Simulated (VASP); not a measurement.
Level of theory: AM05 GGA, VASP's PBE PAW potentials (set 64) (plane waves; VASP).

Input for VASP

File POSCAR:
```
ZnS
1
    0.0000000000     2.7050000000     2.7050000000
    2.7050000000     0.0000000000     2.7050000000
    2.7050000000     2.7050000000     0.0000000000
Zn S
1 1
Direct
  0.0000000000   0.0000000000   0.0000000000
  0.2500000000   0.2500000000   0.2500000000
```

### INCAR
```
GGA = AM   ! AM05
ALGO = Normal   ! blocked Davidson
LMAXMIX = 4   ! l cut-off of mixed one-centre charges
ENCUT = 520   ! plane-wave cut-off (eV)
NELM = 100   ! most electronic steps
ISIF = 3   ! ions, shape and volume
SIGMA = 0.05   ! width (eV)
LCHARG = .FALSE.
LASPH = .TRUE.   ! aspherical one-centre terms
EDIFF = 1E-6
ISMEAR = 0
EDIFFG = -0.01   ! ionic stop
NSW = 60
LREAL = .FALSE.   ! projection in real space or not
IBRION = 2
PREC = Accurate
LWAVE = .FALSE.
SYSTEM = ZnS
```

File KPOINTS:
```
Regular mesh
0
Gamma
8 8 8
```

POTCAR, in this order: Zn S (PBE.64 set). Program: vasp_std.

The resulting files:

### OSZICAR
```
       N       E                     dE             d eps       ncg     rms          rms(c)
DAV:   1     0.886424918687E+02    0.88642E+02   -0.94770E+03   754   0.168E+03
DAV:   2    -0.136684518781E+01   -0.90009E+02   -0.86144E+02   809   0.283E+02
DAV:   3    -0.745800020185E+01   -0.60912E+01   -0.60647E+01   949   0.745E+01
DAV:   4    -0.753270473826E+01   -0.74705E-01   -0.74684E-01   824   0.872E+00
DAV:   5    -0.753383948765E+01   -0.11347E-02   -0.11347E-02   944   0.108E+00    0.693E+00
DAV:   6    -0.715395750266E+01    0.37988E+00   -0.95471E-01  1077   0.378E+01    0.536E+00
DAV:   7    -0.713855178088E+01    0.15406E-01   -0.32066E-01   804   0.575E+00    0.252E+00
DAV:   8    -0.713716587278E+01    0.13859E-02   -0.58057E-03   869   0.730E-01    0.670E-01
DAV:   9    -0.713745348458E+01   -0.28761E-03   -0.11434E-03   862   0.335E-01    0.121E-01
DAV:  10    -0.713766757383E+01   -0.21409E-03   -0.28571E-04   804   0.178E-01    0.724E-02
DAV:  11    -0.713767592985E+01   -0.83560E-05   -0.43994E-05   909   0.125E-01    0.112E-02
DAV:  12    -0.713767830052E+01   -0.23707E-05   -0.79151E-06   945   0.526E-02    0.747E-03
DAV:  13    -0.713767804136E+01    0.25916E-06   -0.16537E-06   615   0.325E-02
   1 F= -.71376780E+01 E0= -.71376780E+01  d E =-.713768E+01
       N       E                     dE             d eps       ncg     rms          rms(c)
DAV:   1    -0.726784464402E+01   -0.13017E+00   -0.15880E+00   904   0.292E+01    0.259E+00
DAV:   2    -0.715718042876E+01    0.11066E+00   -0.42639E-01   899   0.231E+01    0.974E-01
DAV:   3    -0.714459156191E+01    0.12589E-01   -0.17105E-02   928   0.207E+00    0.441E-01
DAV:   4    -0.714149050769E+01    0.31011E-02   -0.28890E-03   894   0.851E-01    0.233E-01
DAV:   5    -0.714100556068E+01    0.48495E-03   -0.50714E-04  1176   0.470E-01    0.634E-02
DAV:   6    -0.714097133091E+01    0.34230E-04   -0.14524E-04   814   0.144E-01    0.196E-02
DAV:   7    -0.714097237871E+01   -0.10478E-05   -0.76831E-06   864   0.273E-02    0.922E-03
DAV:   8    -0.714097234662E+01    0.32092E-07   -0.92827E-07   517   0.108E-02
   2 F= -.71409723E+01 E0= -.71409723E+01  d E =-.329431E-02
       N       E                     dE             d eps       ncg     rms          rms(c)
DAV:   1    -0.714717457579E+01   -0.62022E-02   -0.76253E-02   889   0.664E+00    0.554E-01
DAV:   2    -0.714203662442E+01    0.51380E-02   -0.17875E-02   894   0.417E+00    0.214E-01
DAV:   3    -0.714142595598E+01    0.61067E-03   -0.70331E-04   789   0.253E-01    0.973E-02
DAV:   4    -0.714128041343E+01    0.14554E-03   -0.76455E-05   885   0.142E-01    0.453E-02
DAV:   5    -0.714125683390E+01    0.23580E-04   -0.22440E-05  1144   0.100E-01    0.910E-03
DAV:   6    -0.714125684201E+01   -0.81063E-08   -0.73623E-06   754   0.357E-02
   3 F= -.71412568E+01 E0= -.71412568E+01  d E =-.357880E-02
```

OUTCAR:
```
------------------------ aborting loop because EDIFF is reached ----------------------------------------
  FORCE on cell =-STRESS in cart. coord.  units (eV):
  Direction    XX          YY          ZZ          XY          YZ          ZX
  --------------------------------------------------------------------------------------
  Total        0.0116637      0.0116637      0.0116637      0.0000000      0.0000000     -0.0000000
  in kB        0.4815683      0.4815683      0.4815683      0.0000000      0.0000000     -0.0000000
  external PRESSURE =       0.4815683 kB  Pullay stress =       0.0000000 kB
  volume of cell :       38.81
      direct lattice vectors                 reciprocal lattice vectors
     0.000000000  2.687118760  2.687118760    -0.186072907  0.186072907  0.186072907
     2.687118760  0.000000000  2.687118760     0.186072907 -0.186072907  0.186072907
     2.687118760  2.687118760  0.000000000     0.186072907  0.186072907 -0.186072907
  FREE ENERGIE OF THE ION-ELECTRON SYSTEM (eV)
  ---------------------------------------------------
  free  energy   TOTEN  =        -7.1412568420 eV

  energy  without entropy=       -7.1412568420  energy(sigma->0) =       -7.14125684

 reached required accuracy - stopping structural energy minimisation
```
(Selected blocks of OUTCAR.)

**CONTCAR**
```
ZnS
   1.00000000000000
     0.0000000000000000    2.6871187600960278    2.6871187600960278
     2.6871187600960278    0.0000000000000000    2.6871187600960278
     2.6871187600960278    2.6871187600960278    0.0000000000000000
  Zn              S
     1     1
Direct
     0.0000000000000000    0.0000000000000000    0.0000000000000000
     0.2500000000000000    0.2500000000000000    0.2500000000000000
```

The compound is ZnS in the zinc blende structure. This run relaxes it. Symmetry was kept, so distortions that lower it aren't found.
